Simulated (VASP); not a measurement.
```
Pt3Ti
1.0
    3.92000     0.00000     0.00000
    0.00000     3.92000     0.00000
    0.00000     0.00000     3.92000
Ti Pt
1 3
Cartesian
 -0.02469   0.05387   0.05019
  0.04007   1.91493   1.92879
  1.91437   0.04016   1.93185
  1.99025   1.91104   0.00918
```

All values below come from PBE GGA, VASP's PBE PAW potentials (set 64) (plane waves; VASP). Settings: 300 eV cut-off, 5×5×5 Γ-centred mesh, Gaussian smearing of 0.10 eV, potentials Ti_sv Pt.

At this cut-off the stress carries a Pulay error, which pulls relaxed volumes low.

Q: The ions, cell shape and volume are relaxed. Which structure does the run end with?

A: 
```
Pt3Ti
1.0
    3.94346    -0.00092    -0.00003
   -0.00091     3.94357     0.00064
   -0.00001     0.00063     3.94339
Ti Pt
1 3
Direct
  0.00000   0.99997   0.99995
  0.00002   0.49994   0.49998
  0.50020   0.00012   0.49996
  0.49978   0.49998   0.00011
```
Space group Pm-3m (221), at a tolerance of 0.03 Å.

Q: How do energy and volume change from the first to the last step?

A: The energy (σ→0) changes by -33.7 meV/atom and the volume by +1.8 %, in 19 ionic steps.

The structure is a typed Pt3Ti crystal. In the starting cell atoms are displaced from their ideal sites. This run relaxes it. The k-mesh is coarse (spacing up to 0.32 per Å, 2π included), so the numbers may not be converged in it. The run is one of a series of settings (EDIFFG = -0.01, IBRION = 2, ISIF = 3, NSW = 50 against the base run), some of them coarse on purpose.
